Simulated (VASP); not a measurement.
OSZICAR of a VASP run on NiO (rock salt, AFM-II order):

OSZICAR:
```
       N       E                     dE             d eps       ncg     rms          rms(c)
DAV:   1     0.255995801733E+03    0.25600E+03   -0.15815E+04  5264   0.213E+03
DAV:   2     0.953020078654E+00   -0.25504E+03   -0.23933E+03  5348   0.412E+02
DAV:   3    -0.284472892183E+02   -0.29400E+02   -0.28006E+02  5992   0.159E+02
DAV:   4    -0.293959267150E+02   -0.94864E+00   -0.94323E+00  5892   0.302E+01
DAV:   5    -0.294226994959E+02   -0.26773E-01   -0.26756E-01  6312   0.474E+00    0.212E+01
DAV:   6    -0.267610401952E+02    0.26617E+01   -0.44373E+01  7904   0.112E+02    0.218E+01
DAV:   7    -0.251969591055E+02    0.15641E+01   -0.72421E+00  6540   0.822E+01    0.966E+00
DAV:   8    -0.253737006692E+02   -0.17674E+00   -0.23517E+00  5872   0.125E+01    0.628E+00
DAV:   9    -0.252936441067E+02    0.80057E-01   -0.10635E-01  7856   0.911E+00    0.121E+00
DAV:  10    -0.253044815994E+02   -0.10837E-01   -0.59519E-02  6864   0.290E+00    0.463E-01
DAV:  11    -0.253043953619E+02    0.86237E-04   -0.42152E-03  6672   0.179E+00    0.128E-01
DAV:  12    -0.253045403899E+02   -0.14503E-03   -0.12151E-03  6856   0.366E-01    0.678E-02
DAV:  13    -0.253045238453E+02    0.16545E-04   -0.17190E-04  8816   0.191E-01    0.253E-02
DAV:  14    -0.253045272429E+02   -0.33976E-05   -0.14924E-05  5944   0.557E-02    0.212E-02
DAV:  15    -0.253045255470E+02    0.16959E-05   -0.50282E-06  5324   0.378E-02    0.562E-03
DAV:  16    -0.253045253796E+02    0.16740E-06   -0.21795E-06  3624   0.169E-02
   1 F= -.25304525E+02 E0= -.25304525E+02  d E =-.253045E+02  mag=     0.0000
```

### Question
Which electronic solver shows in the log?

### Answer
It is blocked Davidson (ALGO = Normal, or the opening steps of other solvers). The INCAR had ALGO = Normal.

### Question
How was spin treated?

### Answer
Collinear spin (ISPIN = 2): the summary line carries one mag value, 0.00 μB in the cell.

### Question
Can the final energy be trusted as converged?

### Answer
Self-consistency was reached. It stopped with EDIFF = 1E-6, NELM = 100, NSW = 60 and EDIFFG = -0.02 after 1 ionic step (PBEsol GGA, plane waves, VASP's PBE PAW potentials (set 64)).

The compound is NiO in the rock salt, AFM-II order structure. It was relaxed first. The start is the result of an earlier pass.
